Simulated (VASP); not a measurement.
# GW on MgO (Periclase), part 2 of 2

Wanted: how far GW moves the Kohn-Sham levels of MgO (Periclase). The cell is of the rock-salt type, one of the forms listed for this formula. The start is a cell from a database of measured crystal structures.

VASP 6.6.1, plane waves and PAW; the level of theory is named at each step.

So far, quasiparticle gap on the mesh (eV): step 3 (G0W0, functional PBE, start PBE, G0W0 on PBE) 7.11; step 7 (G0W0, functional HSE with 0.08 exact exchange, start HSE with 0.08 exact …) 7.39; step 10 (G0W0, functional HSE with 0.16 exact exchange, start HSE with 0.16 exact …) 7.66; step 13 (G0W0, functional HSE with 0.25 exact exchange, start HSE with 0.25 exact …) 7.95; step 16 (G0W0, functional HSE with 0.33 exact exchange, start HSE with 0.33 exact …) 8.19.

The database entry behind the starting cell differs from later determinations by our own check (about 0.1 % long), so it need not match the best structure at ambient conditions.

### 19. G0W0, functional HSE with 0.42 exact exchange, start HSE with 0.42 exact exchange

This step: G0W0 on HSE with 0.42 exact exchange; plane waves and PAW (Mg_GW, O_GW) (VASP 6.6.1).

File INCAR:

```
SYSTEM = MgO
PREC = Accurate
ENCUT = 440
ISMEAR = 0
SIGMA = 0.01
LREAL = .FALSE.
LHFCALC = .TRUE.
AEXX = 0.42
GGA = PE
LASPH = .TRUE.
NBANDS = 56
PRECFOCK = Fast
HFSCREEN = 0.2
ALGO = EVGW0
NELMGW = 1
ENCUTGW = 120
NOMEGA = 64
NBANDSGW = 16
LWAVE = .FALSE.
LCHARG = .FALSE.
```

File POSCAR:

```
MgO
1.0
    0.0000000000      2.1085000000      2.1085000000
    2.1085000000      0.0000000000      2.1085000000
    2.1085000000      2.1085000000      0.0000000000
Mg O
1 1
Direct
    0.0000000000      0.0000000000      0.0000000000
    0.5000000000      0.5000000000      0.5000000000
```

File KPOINTS:

```
Automatic mesh
0
Gamma
6 6 6
0 0 0
```

The projector-augmented-wave data sets are Mg_GW and O_GW (PBE family, release 64).

The WAVECAR or CHGCAR of an earlier step is read.

Run with:

```sh
$ mpirun -np 8 vasp_std
```

The job ended after 13 s (8 MPI ranks of Intel Xeon 6975P-C (Granite Rapids), shared host; peak memory 1.8 GiB; 88 s of CPU time).

GW takes the gap from 7.668 to 8.452 eV. That is +1340 meV against G0W0 on PBE. The value holds for 56 bands, ENCUTGW = 120 eV and this mesh, and isn't shown to be converged in them.

### 20. Another starting point, functional HSE with 0.50 exact exchange

This step: HSE with 0.50 exact exchange; plane waves and PAW (Mg_GW, O_GW) (VASP 6.6.1).

To see how much the result owes to its start, the ground state is made again with HSE with 0.50 exact exchange. EDIFF is tight for accurate orbitals, and a narrow smearing avoids fractional occupations.

File INCAR:

```
SYSTEM = MgO
PREC = Accurate
ENCUT = 440
EDIFF = 1E-08
NELM = 100
ISMEAR = 0
SIGMA = 0.01
LREAL = .FALSE.
ALGO = Normal
LHFCALC = .TRUE.
AEXX = 0.5
GGA = PE
LASPH = .TRUE.
NBANDS = 10
PRECFOCK = Fast
LORBIT = 11
LWAVE = .TRUE.
LCHARG = .FALSE.
KPAR = 8
HFSCREEN = 0.2
```

POSCAR is that of step 19.

KPOINTS is that of step 19.

Run with:

```sh
$ mpirun -np 8 vasp_std
```

It took 14 s on 8 MPI ranks; peak memory 1.7 GiB.

### 21. Empty bands, functional HSE with 0.50 exact exchange

File INCAR:

```
SYSTEM = MgO
PREC = Accurate
ENCUT = 440
ISMEAR = 0
SIGMA = 0.01
LREAL = .FALSE.
LHFCALC = .TRUE.
AEXX = 0.5
GGA = PE
LASPH = .TRUE.
NBANDS = 56
PRECFOCK = Fast
HFSCREEN = 0.2
ALGO = Exact
NELM = 1
LWAVE = .TRUE.
LCHARG = .FALSE.
LOPTICS = .TRUE.
NEDOS = 1000
CSHIFT = 0.1
```

POSCAR is that of step 20.

KPOINTS is that of step 20.

The run starts from files that an earlier step left in the folder.

Run with:

```sh
$ mpirun -np 8 vasp_std
```

The job ended after 55 s (8 MPI ranks; peak memory 1.8 GiB; 7 min of CPU time).

### 22. G0W0, functional HSE with 0.50 exact exchange, start HSE with 0.50 exact exchange

This step: G0W0 on HSE with 0.50 exact exchange; plane waves and PAW (Mg_GW, O_GW) (VASP 6.6.1).

File INCAR:

```
SYSTEM = MgO
PREC = Accurate
ENCUT = 440
ISMEAR = 0
SIGMA = 0.01
LREAL = .FALSE.
LHFCALC = .TRUE.
AEXX = 0.5
GGA = PE
LASPH = .TRUE.
NBANDS = 56
PRECFOCK = Fast
HFSCREEN = 0.2
ALGO = EVGW0
NELMGW = 1
ENCUTGW = 120
NOMEGA = 64
NBANDSGW = 16
LWAVE = .FALSE.
LCHARG = .FALSE.
```

POSCAR is that of step 21.

KPOINTS is that of step 21.

The WAVECAR or CHGCAR of an earlier step is read.

Run with:

```sh
$ mpirun -np 8 vasp_std
```

Run time: 11 s. Hardware: 8 MPI ranks; peak memory 1.8 GiB.

GW takes the gap from 8.262 to 8.678 eV. That is +1566 meV against G0W0 on PBE. The value holds for 56 bands, ENCUTGW = 120 eV and this mesh, and isn't shown to be converged in them.

### 23. Summary

This step: GW series: G0W0 on PBE, G0W0 on HSE with 0.08 exact exchange, G0W0 on HSE with 0.16 exact exchange, G0W0 on HSE with 0.25 exact exchange, G0W0 on HSE with 0.33 exact exchange, G0W0 on HSE with 0.42 exact exchange, G0W0 on HSE with 0.50 exact exchange; plane waves and PAW (VASP 6.6.1).

Derived from the runs above.

G0W0 on a 6x6x6 mesh; cost is wall time times ranks on a shared host, with the step that makes the empty bands but not the self-consistent start. G0W0 series:

```
share of exact exchange  gap of the starting hybrid (eV)  quasiparticle gap (eV)  direct quasiparticle gap (eV)  cost (core minutes)
                      0                            4.691                   7.112                          7.112                 1.73
                   0.08                            5.236                   7.389                          7.389                 9.97
                   0.16                            5.792                   7.656                          7.656                 9.84
                   0.25                             6.43                   7.946                          7.946                 9.97
                   0.33                            7.008                   8.191                          8.191                 9.84
                   0.42                            7.668                   8.452                          8.452                 9.84
                    0.5                            8.262                   8.678                          8.678                 8.83
```

### 24. Summary of results

| Quantity | Value |
| --- | --- |
| G0W0 on PBE, 56 bands, ENCUTGW 120 eV, NOMEGA 64, mesh 6×6×6 | 4.691 → 7.112 eV |
| G0W0 on HSE with 0.08 exact exchange, 56 bands, ENCUTGW 120 eV, NOMEGA 64, mesh 6×6×6 | 5.236 → 7.389 eV |
| G0W0 on HSE with 0.16 exact exchange, 56 bands, ENCUTGW 120 eV, NOMEGA 64, mesh 6×6×6 | 5.792 → 7.656 eV |
| G0W0 on HSE with 0.25 exact exchange, 56 bands, ENCUTGW 120 eV, NOMEGA 64, mesh 6×6×6 | 6.430 → 7.946 eV |
| G0W0 on HSE with 0.33 exact exchange, 56 bands, ENCUTGW 120 eV, NOMEGA 64, mesh 6×6×6 | 7.008 → 8.191 eV |
| G0W0 on HSE with 0.42 exact exchange, 56 bands, ENCUTGW 120 eV, NOMEGA 64, mesh 6×6×6 | 7.668 → 8.452 eV |
| G0W0 on HSE with 0.50 exact exchange, 56 bands, ENCUTGW 120 eV, NOMEGA 64, mesh 6×6×6 | 8.262 → 8.678 eV |

What this shows: G0W0 gives a quasiparticle gap of 7.112 eV on the mesh, 2.42 eV over the PBE gap on the same mesh. One-shot gaps: 7.112 eV from PBE, 7.389 eV from HSE with 0.08 exact exchange, 7.656 eV from HSE with 0.16 exact exchange, 7.946 eV from HSE with 0.25 exact exchange, 8.191 eV from HSE with 0.33 exact exchange, 8.452 eV from HSE with 0.42 exact exchange and 8.678 eV from HSE with 0.50 exact exchange. The starting gaps span 3.57 eV and the one-shot gaps 1.57 eV. For each 0.1 of exact exchange the starting gap grows by 0.71 eV and the G0W0 gap by 0.31 eV (straight-line fits). The two lines don't cross inside the series. All hybrids screen the exact exchange as HSE06 does (HFSCREEN = 0.2) and differ in its share alone. Bands, response cutoff and mesh weren't tested for convergence, and band edges off the mesh aren't seen. Not tabulated here, as repeats of values shown or as unfit to read for their mesh, reference level or band range: eps2 curves (empty bands); eps1 curves and static values (empty bands); gaps (empty bands).

[Lines on the potential files, build, host, timing and source positions are cut from VASP's logs without a mark.]

[Logs are printed without paths, hosts, clocks, repeated set-up lines and the standing remarks that a program may print on its own settings, such as how far it seeks lower states.]

[Hosts, paths, dates, database ids (printed as entryN), source tags and the programs' standing remarks are cut or masked in the printed files.]

[Pressures printed for these runs are not shown converged in the cutoff: they can be off by several GPa and have the wrong sign.]
